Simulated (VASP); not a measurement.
The system is InSb3N.

```
CELL_PARAMETERS angstrom
3.99046 0.00000 0.00000
0.00000 3.99046 0.00000
0.00000 0.00000 3.99046
ATOMIC_POSITIONS crystal
In 0.00000 0.00000 0.00000
Sb 0.50000 0.50000 0.00000
Sb 0.00000 0.50000 0.50000
Sb 0.50000 0.00000 0.50000
N 0.50000 0.50000 0.50000
```

The cell comes from a database or a generator and needn't be the stable form of this composition.

```yaml
Program: VASP 6.6.1
Task: relaxation of cell and atoms
Functional: PBE
Potentials_or_basis: VASP PAW PBE potentials, release 64 (In_d, Sb, N)
Cutoff: 600 eV
k_mesh: 6 × 6 × 6
Occupations: gaussian, width 0.1 eV
Spin: no spin polarisation
```

At the start: pressure 153.9 GPa; volume 12.71 Å³/atom.

Q: How do energy, volume and symmetry change on relaxing?

A: Over 5 steps the energy falls by 2762.5 meV/atom and the volume is 22.44 Å³/atom (+76.6 %); space group Pm-3m (No. 221, to 0.05 Å).

Step by step:
```
step  energy change (eV)  largest force (eV/Å)  pressure (GPa)  volume (Å³)
   1              0.0000                0.0000          153.88        63.54
   2             -4.1633                0.0000          -11.40       254.87
   3            -13.6253                0.0000           -5.33       123.09
   4            -13.7490                0.0000           -3.33       118.55
   5            -13.8125                0.0000            0.32       112.19
```

Final structure:
```yaml
crystal:
  lattice:
    - [4.82300, 0.00000, 0.00000]
    - [0.00000, 4.82300, 0.00000]
    - [0.00000, 0.00000, 4.82300]
  atoms:
    - { symbol: In, position: [0.00000, 0.00000, 0.00000] }
    - { symbol: Sb, position: [0.50000, 0.50000, 0.00000] }
    - { symbol: Sb, position: [0.00000, 0.50000, 0.50000] }
    - { symbol: Sb, position: [0.50000, 0.00000, 0.50000] }
    - { symbol: N, position: [0.50000, 0.50000, 0.50000] }
```

Caveat: the volume moved by over 15 % at a fixed basis, so the end points are rough.
